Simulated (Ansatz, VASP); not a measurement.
# SnAu2 in two plane-wave programs

Wanted: the spread between two codes on one cell, functional and k mesh. The cell is generated by rule, not measured, and may not be a known phase. Of the first pair: The two relaxations start from unlike cells of this crystal (the structure described is Ansatz's start), so only their ends are compared.

Main program and level: Ansatz 0.2.0; plane waves, with VASP 6.6.1 beside it; relaxation of cell and atoms at PBEsol.

## (1) The structure

Symmetry: I4/mmm, No. 139, tetragonal system. Conventional cell: a = 3.275 Å, b = 3.275 Å, c = 8.048 Å, α = 90.00°, β = 90.00°, γ = 90.00°. Sn has 10 Au at 2.68 Å nearest. Nearest to Au lie 5 Au at 2.67 to 2.69 Å and 5 Sn at 2.68 Å. Farther neighbours are not listed.

## (2) VASP: relaxation of cell and atoms, PBEsol, pair 1

The relaxed volume is the usual yardstick between codes: in a stiff, nearly cubic crystal its relative difference is about their pressure difference at one cell divided by the bulk modulus.

Lines of VASP's logs that name or quote its potential files are left out, and so is its time.

INCAR reads:

```
SYSTEM = SnAu2
PREC = Accurate
ENCUT = 500
EDIFF = 1E-07
NELM = 120
ISMEAR = 0
SIGMA = 0.1
LREAL = .FALSE.
ALGO = Normal
GGA = PS
NBANDS = 24
LASPH = .TRUE.
LORBIT = 11
LWAVE = .FALSE.
LCHARG = .FALSE.
ISIF = 3
IBRION = 2
NSW = 80
EDIFFG = -0.005
GGA_COMPAT = .FALSE.
NELMIN = 4
KPAR = 2
```

POSCAR reads:

```
SnAu2
1.0
   -1.8641417628      1.8641417628      4.1844905828
    1.8641417628     -1.8641417628      4.1844905828
    1.8641417628      1.8641417628     -4.1844905828
Sn Au
1 2
Direct
    0.0000000000      0.0000000000      0.0000000000
    0.6676340708      0.6676340708      0.0000000000
    0.3323659292      0.3323659292      0.0000000000
```

KPOINTS reads:

```
Automatic mesh
0
Gamma
8 8 8
0 0 0
```

PAW data sets: Sn_d and Au (PBE family, release 64).

Started as:

```
$ mpirun -np 2 vasp_std
```

Numbers of over 12 decimals in the logs are rounded to 6 here.

The log of the run:

```text
[banner, memory and clock lines left out]
running    2 mpi-ranks, on    1 nodes
 distrk:  each k-point on    1 cores,    2 groups
 distr:  one band on    1 cores,    1 groups

 POSCAR found type information on POSCAR SnAu
 POSCAR found :  2 types and       3 ions
|                                                                             |
|               ----> ADVICE to this user running VASP <----                  |
|                                                                             |
|     You enforced a specific xc type in the INCAR file but a different       |
|     [... a line on the potential file left out ...]
|     I HOPE YOU KNOW WHAT YOU ARE DOING!                                     |
|                                                                             |

 LDA part: xc-table for (Slater+PW92), standard interpolation
 POSCAR, INCAR and KPOINTS ok, starting setup
 FFT: planning ... GRIDC
 FFT: planning ... GRID_SOFT
 FFT: planning ... GRID
 WAVECAR not read
 entering main loop
       N       E                     dE             d eps       ncg     rms          rms(c)
DAV:   1     0.301647968928E+03    0.30165E+03   -0.17301E+04  3008   0.198E+03
DAV:   2     0.115727897886E+02   -0.29008E+03   -0.27744E+03  2984   0.512E+02
DAV:   3    -0.128840119151E+02   -0.24457E+02   -0.24105E+02  3272   0.120E+02
DAV:   4    -0.134421883264E+02   -0.55818E+00   -0.55759E+00  3248   0.181E+01
DAV:   5    -0.134592949236E+02   -0.17107E-01   -0.17106E-01  3760   0.321E+00    0.105E+01
DAV:   6    -0.124787148130E+02    0.98058E+00   -0.33703E+00  3096   0.138E+01    0.699E+00
DAV:   7    -0.124395584157E+02    0.39156E-01   -0.98402E-02  3456   0.312E+00    0.391E+00
DAV:   8    -0.124233519988E+02    0.16206E-01   -0.30160E-02  3736   0.183E+00    0.198E-01
DAV:   9    -0.124225057650E+02    0.84623E-03   -0.28475E-03  3824   0.686E-01    0.902E-02
DAV:  10    -0.124224382220E+02    0.67543E-04   -0.50341E-04  3712   0.242E-01    0.151E-02
DAV:  11    -0.124224398449E+02   -0.16229E-05   -0.10138E-05  3456   0.306E-02    0.616E-03
DAV:  12    -0.124224404012E+02   -0.55633E-06   -0.40651E-07  3280   0.619E-03    0.126E-03
DAV:  13    -0.124224403910E+02    0.10269E-07   -0.44647E-08  2104   0.211E-03
   1 F= -.12422440E+02 E0= -.12419881E+02  d E =-.124224E+02
 curvature:   0.00 expect dE= 0.000E+00 dE for cont linesearch  0.000E+00
 trial: gam= 0.00000 g(F)=  0.773E-10 g(S)=  0.117E-04 ort = 0.000E+00 (trialstep = 0.100E+01)
 search vector abs. value=  0.117E-04
 bond charge predicted
       N       E                     dE             d eps       ncg     rms          rms(c)
DAV:   1    -0.124225009527E+02   -0.60551E-04   -0.21811E-03  3176   0.348E-01    0.378E-02
DAV:   2    -0.124224624332E+02    0.38519E-04   -0.46899E-05  3280   0.726E-02    0.206E-02
DAV:   3    -0.124224471146E+02    0.15319E-04   -0.19829E-05  3672   0.445E-02    0.539E-03
DAV:   4    -0.124224469126E+02    0.20199E-06   -0.20295E-06  3584   0.100E-02    0.258E-03
DAV:   5    -0.124224469799E+02   -0.67296E-07   -0.10149E-07  2072   0.316E-03
   2 F= -.12422447E+02 E0= -.12419890E+02  d E =-.658889E-05
 trial-energy change:   -0.000007  1 .order   -0.000007   -0.000012   -0.000001
 step:   1.1219(harm=  1.1219)  dis= 0.00000  next Energy=   -12.422447 (dE=-0.658E-05)
 reached required accuracy - stopping structural energy minimisation
```

OUTCAR, selected parts (step 2):

```text
ion  position               nearest neighbor table
   1  0.000  0.000  0.000-   2 2.78   3 2.78   2 2.99   3 2.99   2 2.99   2 2.99   2 2.99   3 2.99
                             3 2.99   3 2.99
   2  0.668  0.668  0.000-   1 2.78   3 2.81   3 2.98   3 2.98   3 2.98   3 2.98   1 2.99   1 2.99
                             1 2.99   1 2.99
   3  0.332  0.332  0.000-   1 2.78   2 2.81   2 2.98   2 2.98   2 2.98   2 2.98   1 2.99   1 2.99
                             1 2.99   1 2.99

  LATTYP: Found a body centered tetragonal cell.
 ALAT       =     3.7282835256
 C/A-ratio  =     2.2447276630

 Subroutine GETGRP returns: Found 16 space group operations
 (whereof 16 operations were pure point group operations)

The static configuration has the point symmetry D_4h.

 Found     59 irreducible k-points:

   k-points           NKPTS =     59   k-points in BZ     NKDIM =     59   number of bands    NBANDS=     24

   dimension x,y,z NGX =    36 NGY =   36 NGZ =   36
   dimension x,y,z NGXF=    72 NGYF=   72 NGZF=   72

   ENCUT  =  500.0 eV  36.75 Ry    6.06 a.u.   9.02  9.02  9.02*2*pi/ulx,y,z

   NELECT =      36.0000    total number of electrons

 k-points in reciprocal lattice and weights: Automatic mesh
   0.00000000  0.00000000  0.00000000       0.002
   0.12500000  0.00000000  0.00000000       0.016
   0.25000000  0.00000000  0.00000000       0.016
   0.37500000  0.00000000 -0.00000000       0.016
   0.50000000  0.00000000  0.00000000       0.008
   0.12500000  0.12500000  0.00000000       0.016
   0.25000000  0.12500000 -0.00000000       0.031
   0.37500000  0.12500000  0.00000000       0.031
   0.50000000  0.12500000  0.00000000       0.031
[...]
-0.37500000 -0.37500000  0.37500000       0.004
   0.50000000  0.50000000  0.50000000       0.002

 average (electrostatic) potential at core
       1 -97.4697       2 -64.2814       3 -64.2814

 E-fermi :   9.4869

 k-point     1 :       0.0000    0.0000    0.0000
  band No.  band energies     occupation
    ...
     13       5.1721      2.00000
     14       5.1721      2.00000
     15       5.4514      2.00000
     16       6.3536      2.00000
     17       9.1437      2.00000
     18      11.3478      0.00000
     19      13.3335      0.00000
     20      13.3568      0.00000
     21      13.3568      0.00000
     22      14.4729      0.00000
    ...

 k-point     2 :       0.1250    0.0000    0.0000
  band No.  band energies     occupation
    ...
     13       5.1058      2.00000
     14       5.2185      2.00000
     15       5.5542      2.00000
     16       6.3959      2.00000
     17       9.2249      1.99979
     18      10.7451      0.00000
     19      11.8325      0.00000
     20      12.7966      0.00000
     21      13.1671      0.00000
     22      14.9944      0.00000
    ...

 k-point     3 :       0.2500    0.0000    0.0000
  band No.  band energies     occupation
    ...
     14       5.4048      2.00000
     15       5.6974      2.00000
     16       6.4339      2.00000
     17       8.5526      2.00000
     18       8.9831      2.00000
     19      11.0018      0.00000
     20      13.1513      0.00000
     21      13.1925      0.00000
     22      15.8821      0.00000
     23      16.6636      0.00000
    ...

  Total        0.0093924      0.0093924      0.0027926      0.0000000      0.0000000      0.0000000
  in kB        0.2587549      0.2587549      0.0769347      0.0000000      0.0000000      0.0000000
  external PRESSURE =       0.1981482 kB  Pullay stress =       0.0000000 kB

  energy-cutoff  :      500.00
  volume of cell :       58.16
      direct lattice vectors                 reciprocal lattice vectors
    -1.864378164  1.864378164  4.182834826     0.000000000  0.268185934  0.119536157
     1.864378164 -1.864378164  4.182834826     0.268185934  0.000000000  0.119536157
     1.864378164  1.864378164 -4.182834826     0.268185934  0.268185934  0.000000000

 POSITION                                       TOTAL-FORCE (eV/Angst)
 -----------------------------------------------------------------------------------
      0.00000      0.00000      8.36567        -0.000000     -0.000000      0.000000
      1.86438      1.86438      1.40237        -0.000000     -0.000000      0.000602
      1.86438      1.86438     -1.40237         0.000000      0.000000     -0.000602
 -----------------------------------------------------------------------------------
    total drift:                                0.000000     -0.000000      0.000000

  FREE ENERGIE OF THE ION-ELECTRON SYSTEM (eV)
  ---------------------------------------------------
  free  energy   TOTEN  =       -12.4224469799 eV

  energy  without entropy=      -12.4173336387  energy(sigma->0) =      -12.41989031

 reached required accuracy - stopping structural energy minimisation

 total charge
# of ion       s       p       d       tot
------------------------------------------
    1        1.189   0.979  10.048  12.216
    2        0.603   0.350   8.721   9.674
    3        0.603   0.350   8.721   9.674
--------------------------------------------------
tot          2.396   1.678  27.490  31.564

[... 3 further parts left out ...]
```

CONTCAR:

```
SnAu2
   1.00000000000000
    -1.8643781642939352    1.8643781642939352    4.1828348262639850
     1.8643781642939352   -1.8643781642939352    4.1828348262639850
     1.8643781642939352    1.8643781642939352   -4.1828348262639850
  Sn              Au
     1     2
Direct
     1.0000000000000000    1.0000000000000000    0.0000000000000000
     0.6676339076780176    0.6676339076780176    1.0000000000000000
     0.3323660923219824    0.3323660923219824    1.0000000000000000
```

## (3) Ansatz: relaxation of cell and atoms, PBEsol, pair 1

Ansatz runs on its default PAW (the set named soft_2) files.

Its own start cell and the same functional, mesh and smearing now go to Ansatz, which takes its cutoff from its data sets.

input.yaml reads:

```yaml
crystal:
  lattice:
    - [-1.63764, 1.63764, 4.02404]
    - [1.63764, -1.63764, 4.02404]
    - [1.63764, 1.63764, -4.02404]
  atoms:
    - { symbol: Sn, position: [0.0, 0.0, 0.0] }
    - { symbol: Au, position: [0.66735012, 0.66735012, 0.0] }
    - { symbol: Au, position: [0.33264988, 0.33264988, 0.0] }
kpoints:
  mp_grid: { grid: [8, 8, 8] }
hamiltonian:
  xc: pbesol
scf:
  occupations: { method: gaussian, width: 0.1 }
output:
  forces: true
  stress: true
  eigenvalues: true
relax:
  adjacent_minimum: "off"
  f_tol: 0.05
  max_steps: 80
  cell: { stress_tol: 0.5 }
```

Started as:

```
$ ansatz run input.yaml --threads 8 --pin off --max-ram 14336MiB --backend cpu --events-out ev --progress --plain --runs-dir out
```

The log of the run:

```text
The last accepted step is kept in <dir> (removed where the run ends without a failure and the disk answers)
basis.fft_grid_basis auto: the FFT boxes are laid along the combinations [[1, 0, 1], [0, 1, 1], [0, 0, 1]] of the cell's own vectors, 3.275, 3.275 and 4.643 Å long. The dense box has 24×24×32 points. Along the cell's own vectors, as sized, it would have 32×32×32, 1.78 times as many. Of the 16 symmetry operations that the crystal satisfies within crystal.symmetry.tolerance (time reversal apart; of a slab, those that k [...]
Engine: ansatz 0.2.0, x86_64-unknown-linux-gnu
Pseudopotentials: kind: paw
Pseudopotential: Sn, paw, valence charge 14, recommended cutoff 420 eV (normal), Sn.paw.azcp
Pseudopotential: Au, paw, valence charge 19, recommended cutoff 420 eV (normal), Au.paw.azcp
Functional definition: PBEsol
  exchange = pbesol_x
  correlation = pbesol_c
Crystal: 3 atoms, lattice volume = 43.168 Å³
Basis set: ecut = 420 eV, 849 PW (Γ), FFT grids on a1+a3, a2+a3, a3, exchange–correlation on 48×48×64 points (8 copies of the dense FFT grid, shifted against one another)
Bands: 32, of which v1, the nominal top of the filled ones, is band 26 counted from 1 (25 counted from 0)
Symmetry: 16 space group operations
Space group: I4/mmm (ITA 139), of the structure as read, at distance tolerance 3.5e-5 Å
k-points: 59 of 512
Non-local potential: Sn, projectors of the file, l = 0: 2, l = 1: 2, l = 2: 2, l = 3: 2
Non-local potential: Au, projectors of the file, l = 0: 3, l = 1: 2, l = 2: 2, l = 3: 1
PAW form: soft (Blöchl's): semilocal exchange-correlation on the pseudo side does not see the compensation charge
PAW frozen core: Sn, regenerated for the run's functional, and the local potential with it (the file was generated under x = pbe(κ = 0.804, μ = 0.219515), c = pbe(β = 0.066725))
PAW frozen core: Au, regenerated for the run's functional, and the local potential with it (the file was generated under x = pbe(κ = 0.804, μ = 0.219515), c = pbe(β = 0.066725))
PAW one-centre angular grid: Sn, 590 points (default); XC on 64 Gauss nodes
PAW one-centre angular grid: Au, 590 points (default); XC on 64 Gauss nodes
Initial density: superposition of atomic densities (neutral atoms: chi_scale 0, normalization atom), corrected by the library's trained network
Initial wavefunctions: pseudopotential atomic-orbital guess
Functional: x = pbesol(κ = 0.804, μ = 0.123457), c = pbesol(β = 0.046)
SCF iter   1: F=—  HF=-31961.743815 eV  |F-HF|=—  |Δ(HF+E_count)|=         —  Δρ=5.65e-3  dr2=8.61e-3  ethr=1.77e-3  ⟨swp⟩=6.1  Hψ=7332  notcnv=0  defer=8
preconditioner: auto → Kerker (q_TF=auto, 2.814 Å⁻¹)  [metal: Δε(μ)=0.099 eV  Ē_g=16.890 eV  σ=0.100 eV  W_gap=0.46  n_scr=14 (ndim 8)  ℏωp=33.9 eV  f_vac=0.000  D(μ)=0.82/eV (n_scr^D=2)]
SCF iter   2: F=—  HF=-31961.740241 eV  |F-HF|=—  |Δ(HF+E_count)|=   3.57e-3  Δρ=2.73e-3  dr2=2.01e-3  ethr=1.66e-5  ⟨swp⟩=2.0  Hψ=3304  notcnv=0  defer=10
SCF iter   3: F=—  HF=-31961.739596 eV  |F-HF|=—  |Δ(HF+E_count)|=   6.45e-4  Δρ=6.05e-4  dr2=1.56e-4  ethr=3.87e-6  ⟨swp⟩=2.0  Hψ=2764  notcnv=0  defer=10
SCF iter   4: F=—  HF=-31961.739551 eV  |F-HF|=—  |Δ(HF+E_count)|=   4.49e-5  Δρ=1.26e-4  dr2=6.53e-6  ethr=3.00e-7  ⟨swp⟩=2.0  Hψ=2834  notcnv=0  defer=10
SCF iter   5: F=—  HF=-31961.739536 eV  |F-HF|=—  |Δ(HF+E_count)|=   1.48e-5  Δρ=4.50e-5  dr2=1.07e-6  ethr=1.26e-8  ⟨swp⟩=2.6  Hψ=3176  notcnv=0  defer=10
SCF iter   6: F=-31961.739536 eV  HF=-31961.739536 eV  |F-HF|=2.24e-8  |Δ(HF+E_count)|=   3.47e-7  Δρ=8.68e-6  dr2=3.49e-8  ethr=1.92e-10  ⟨swp⟩=7.1  Hψ=9658  notcnv=0
SCF 1 converged in 6 iterations: F = -31961.739536 eV  dr2 = 3.49e-8
  greatest PAW one-centre occupation: 1.001 electrons in one spin orbital (limit 2), on the Au atom at site 2 (counted from 0), in its partial waves of l = 0
relax step   1: F+E_penalty+E_count = -31961.73953569 eV  Δ(F+E_penalty+E_count) = +0.000e0 eV  max|allowed force component| = 7.964e-3 eV/Å  Δτ_max = 0.0000 Å  P = +75.451 GPa  Ω = 43.168 Å³  (6 SCF iters, dr2 threshold 1.00e-7 eV, accepted)
[...]
relax step   7: F+E_penalty+E_count = -31964.28857630 eV  Δ(F+E_penalty+E_count) = -2.785e-2 eV  max|allowed force component| = 4.170e-3 eV/Å  Δτ_max = 0.0000 Å  P = +0.970 GPa  Ω = 57.598 Å³  stress off target by 1.34e0 GPa  SCF on the basis re-selected at this cell (its energy is not comparable with the rows above)  (5 SCF iters)
[...]
relax step   8: F+E_penalty+E_count = -31964.29187075 eV  Δ(F+E_penalty+E_count) = -3.294e-3 eV  max|allowed force component| = 2.462e-3 eV/Å  Δτ_max = 0.0006 Å  P = +0.170 GPa  Ω = 58.204 Å³  energy of the carried Pulay correction = -1.949e-4 eV  (5 SCF iters, dr2 threshold 3.00e-7 eV, accepted)
[...]
relax step   9: F+E_penalty+E_count = -31964.29205971 eV  Δ(F+E_penalty+E_count) = -1.890e-4 eV  max|allowed force component| = 2.453e-3 eV/Å  Δτ_max = 0.0000 Å  P = +0.166 GPa  Ω = 58.204 Å³  stress off target by 4.17e-1 GPa  SCF on the basis re-selected at this cell (its energy is not comparable with the rows above)  (5 SCF iters)
basis re-selected at this cell: Δ(F+E_penalty+E_count) = -1.890e-4 eV, ΔP = -0.004 GPa vs the last step (what re-selecting the basis moved, of the pressure what is left beyond the Pulay correction that the steps carried, after the strain that the cell walked since its last selection, with what the two solves' SCF thresholds leave and, on support functions, any second-order correction that the steps lacked; it is no m [...]
SCF converged after 5 iterations
Free energy (F): -31964.292060 eV
Harris-Foulkes:  -31964.292060 eV  (|F-HF|=2.91e-11)
Internal energy: -31964.286966 eV  (E = F + TS)
E sigma→0 (E₀):  -31964.289513 eV
Entropy (-TS):   -0.005094 eV (-1.698 meV/atom)
Fermi energy:    17.295535 eV
--- Per-component energies (eV) ---
  E_band       = -548.570195
  E_kinetic    = 1398.049170
  E_local      = -4553.158375  (includes V_loc(G=0)·N_el)
  E_nonlocal   = 123.227968
  E_hartree    = 2107.246926
  E_xc         = -833.402917
  E_vxc        = -647.535136  (∫ρ·V_xc dr)
  E_paw        = -23197.355167  (= ΣΔE_a)
  E_vpaw       = -1083.650471  (= ΣTr[D̂ρ^β])
  E_aug_tail   = 0.002799  (compensation charges beyond the density's cutoff)
  E_ewald      = -7009.801168
  E_core_change = 0.903798  (= ΣΔE_core)
  E_smearing   = -0.005094  (= −TS)
  E_closure    = 0.000000  (closes the sum)
  Σ components = -31964.292060   (vs F -31964.292060, Δ=0.00e0)
--- Forces (eV/Å), atoms counted from 1 ---
  atom   1  Sn    -0.00000000    -0.00000000     0.00000000
  atom   2  Au     0.00000000     0.00000000     0.00245312
  atom   3  Au    -0.00000000     0.00000000    -0.00245312
  max |Σ_I F_I| component: 2.48e-29 eV/Å
--- Stress (GPa, compression-positive) ---
        0.039829      -0.000000      -0.000000
       -0.000000       0.039829       0.000000
       -0.000000       0.000000       0.416980
  P = ⅓ Tr σ = 0.1655 GPa (1.655 kbar)
--- Band table (eV; the first three rows and the last of 59) ---
  k-point 0: bands = [... 22 lower, 13.2721, 14.1771, 16.9894, 19.2198, 21.1249, 21.1638, 21.1638, 22.2653, ... 2 higher]
  k-point 1: bands = [... 22 lower, 13.4340, 14.2721, 17.4387, 18.5702, 19.3730, 19.9491, 20.3596, 22.1030, ... 2 higher]
  k-point 2: bands = [... 22 lower, 13.6009, 14.3390, 16.0111, 18.2387, 19.2590, 19.5350, 20.4243, 20.4525, ... 2 higher]
  k-point 58: bands = [... 22 lower, 13.7370, 14.0415, 14.0967, 17.7567, 17.7567, 20.1876, 24.7667, 25.5070, ... 2 higher]
--- Relaxed structure (7 steps of the walk, 7 accepted, 2 SCFs on fresh bases) ---
  F+E_penalty+E_count = -31964.29205971 eV   max|allowed force component| = 2.453e-3 eV/Å   (the final SCF, on the basis selected at the relaxed cell)
  cell:  # Å, volume = 58.2042 Å³
    - [-1.866919, 1.866919, 4.174878]
    - [1.866919, -1.866919, 4.174878]
    - [1.866919, 1.866919, -4.174878]
  atoms:
    - { symbol: Sn, position: [0, 0, 0] }
    - { symbol: Au, position: [0.667701, 0.667701, 0] }
    - { symbol: Au, position: [0.332299, 0.332299, 0] }
```

## (4) Comparison

Known differences besides the potentials themselves: the data sets hold 52 valence electrons in Ansatz (on its default PAW (the set named soft_2) files) and 36 in VASP; the cutoff is 420 eV in Ansatz and 500 eV in VASP; Ansatz makes its cores anew for this functional, VASP keeps those of its PBE data sets; Ansatz adds a Pulay correction to the stress that steers its cell, VASP none. Total energies have different zeros and are not compared.

Both answers:

| quantity | Ansatz | VASP | difference |
| --- | --- | --- | --- |
| volume (Å³) | 58.20 | 58.16 | +0.08 % |
| edge a after relaxation, in the typed setting (Å) | 4.940 | 4.944 | -0.10 % |

(Part 1 of 2 ends here.)

[Lines on the potential files, build, host, timing and source positions are cut from VASP's logs without a mark.]

[Logs are printed without paths, hosts, clocks, repeated set-up lines and the standing remarks that a program may print on its own settings, such as how far it seeks lower states.]

[Hosts, paths, dates, database ids (printed as entryN), source tags and the programs' standing remarks are cut or masked in the printed files.]
